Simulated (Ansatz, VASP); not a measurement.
## One calculation of Pt2F, two programs

Contents of INCAR:

```
PREC = Accurate ; ENCUT = 900
EDIFF = 1E-6 ; ISMEAR = -1
SIGMA = 0.05 ; LREAL = False
LASPH = True ; NELM = 80
ALGO = Normal ; ISIF = 3
LWAVE = False ; LCHARG = False
GGA = PE ; IBRION = 2
NSW = 60 ; EDIFFG = -0.005
```

KPOINTS

```
Automatic mesh
0
Gamma
  8 8 8
```

File POSCAR:

```
Pt2F
1.0
    0.0000000000      2.8524300000      2.8524300000
    2.8524300000      0.0000000000      2.8524300000
    2.8524300000      2.8524300000      0.0000000000
Pt F
2 1
Direct
    0.2500000000      0.2500000000      0.2500000000
    0.7500000000      0.7500000000      0.7500000000
    0.0000000000      0.0000000000      0.0000000000
```

input.yaml

```yaml
crystal:
  lattice:
    - [0.0, 2.85243, 2.85243]
    - [2.85243, 0.0, 2.85243]
    - [2.85243, 2.85243, 0.0]
  atoms:
    - { symbol: Pt, position: [0.25, 0.25, 0.25] }
    - { symbol: Pt, position: [0.75, 0.75, 0.75] }
    - { symbol: F, position: [0.0, 0.0, 0.0] }
hamiltonian:
  xc: pbe
  pseudopotentials: { kind: paw }
kpoints:
  mp_grid: { grid: [8, 8, 8] }
scf:
  occupations: { method: fermi_dirac, width: 0.05 }
output:
  forces: true
  stress: true
  eigenvalues: true
  write_density: true
  write_potential: true
  elf: true
  volumetric_format: npy
relax:
  f_tol: 0.01
  max_steps: 40
  cell: { stress_tol: 0.05 }
```

The cell was built by a generator and needn't be a form met in nature.

Alike in both runs: task relaxation of cell and atoms; functional PBE; k mesh 8 × 8 × 8; occupations fermi-dirac, width 0.05 eV; no spin polarisation.

|  | VASP | Ansatz |
| --- | --- | --- |
| version | VASP 6.6.1 | Ansatz 0.2.0 |
| potentials or method | VASP PAW PBE potentials, release 64 (Pt, F) | Ansatz PAW |
| plane-wave cutoff (eV) | 900 | 420 |
| valence electrons in the cell | 27 | 43 |

```csv
,VASP,Ansatz,Ansatz less VASP
"gap on the k mesh at the Fermi level, each at its own relaxed structure (eV)",none,none,-
relaxed volume (Å³/atom),15.46,15.49,+0.021
relaxed cell length with the largest relative difference (Å),4.033,4.035,+0.0019
```

A gap of «none» marks a metal or a gap that the smearing closes. The two sets of potentials don't hold the same shells in valence.

Caveats: an odd number of electrons without spin polarisation forces a metal; a magnetic or distorted state may lie lower; the plane-wave basis is chosen anew once the cell has moved, so the energies of steps on either side of that aren't comparable (Ansatz). The runs have no spin-orbit coupling, so splittings on Pt are missing.
